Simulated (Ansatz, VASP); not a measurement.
## Two plane-wave programs on CaMg3Tl

The input INCAR:

```
ALGO     = Normal         # electronic algorithm
EDIFF    = 1E-6           # SCF threshold, eV
EDIFFG   = -0.04          # ionic threshold
ENCUT    = 600            # plane-wave cutoff, eV
GGA      = PE             # functional
IBRION   = 2              # ionic algorithm
ISIF     = 3              # what is computed and relaxed
ISMEAR   = 0              # smearing method
LASPH    = True           # aspherical terms in the spheres
LCHARG   = False          # write CHGCAR
LREAL    = False          # projectors in reciprocal space
LWAVE    = False          # write WAVECAR
NELM     = 80             # most SCF steps
NSW      = 90             # ionic steps
PREC     = Accurate       # precision mode
SIGMA    = 0.1            # smearing width, eV
```

The input KPOINTS:

```
k-points
0
Gamma
  4 4 4
```

Contents of POSCAR:

```
CaMg3Tl
1.0
    4.9133378000      0.0000000000      0.0000000000
    0.0000000000      4.9133378000      0.0000000000
    0.0000000000      0.0000000000      4.9133378000
Ca Mg Tl
1 3 1
Direct
    0.5000000000      0.5000000000      0.5000000000
    0.5000000000      0.0000000000      0.0000000000
    0.0000000000      0.5000000000      0.0000000000
    0.0000000000      0.0000000000      0.5000000000
    0.0000000000      0.0000000000      0.0000000000
```

Input for Ansatz:

```yaml
crystal:
  lattice:
    - [4.9133378, 0.0, 0.0]
    - [0.0, 4.9133378, 0.0]
    - [0.0, 0.0, 4.9133378]
  atoms:
    - { symbol: Ca, position: [0.5, 0.5, 0.5] }
    - { symbol: Mg, position: [0.5, 0.0, 0.0] }
    - { symbol: Mg, position: [0.0, 0.5, 0.0] }
    - { symbol: Mg, position: [0.0, 0.0, 0.5] }
    - { symbol: Tl, position: [0.0, 0.0, 0.0] }
basis:
  ecutwfc: 420
kpoints:
  mp_grid: { grid: [4, 4, 4] }
hamiltonian:
  xc: pbe
scf:
  occupations: { method: gaussian, width: 0.1 }
  lower_state_search: "off"
output:
  forces: true
  stress: true
  eigenvalues: true
relax:
  adjacent_minimum: "off"
  f_tol: 0.04
  max_steps: 70
  cell: { stress_tol: 0.4 }
```

Alike in both runs: task relaxation of cell and atoms; functional PBE; k mesh 4 × 4 × 4; occupations gaussian, width 0.1 eV; no spin polarisation.

```csv
,VASP,Ansatz
version,VASP 6.6.1,Ansatz 0.2.0
potentials or method,"VASP PAW PBE potentials, release 64 (Ca_sv, Mg, Tl_d)","scalar-relativistic, plane waves, PAW"
plane-wave cutoff (eV),600,420
valence electrons in the cell,29,53
```

```tsv
	VASP	Ansatz	Ansatz less VASP
gap on the k mesh at the Fermi level, each at its own relaxed structure (eV)	none	none	-
relaxed volume (Å³/atom)	32.14	32.48	+0.337
relaxed cell length with the largest relative difference (Å)	5.437	5.456	+0.0189
energy change over the relaxation (meV/atom)	-301	-305	-4.1
```

A gap of «none» marks a metal or a gap that the smearing closes. The two sets of potentials don't hold the same shells in valence.

Caveats: the volume moved by over 15 % at a fixed basis, so the end points are rough (VASP). Spin-orbit coupling is left out, which matters for the levels of Tl.
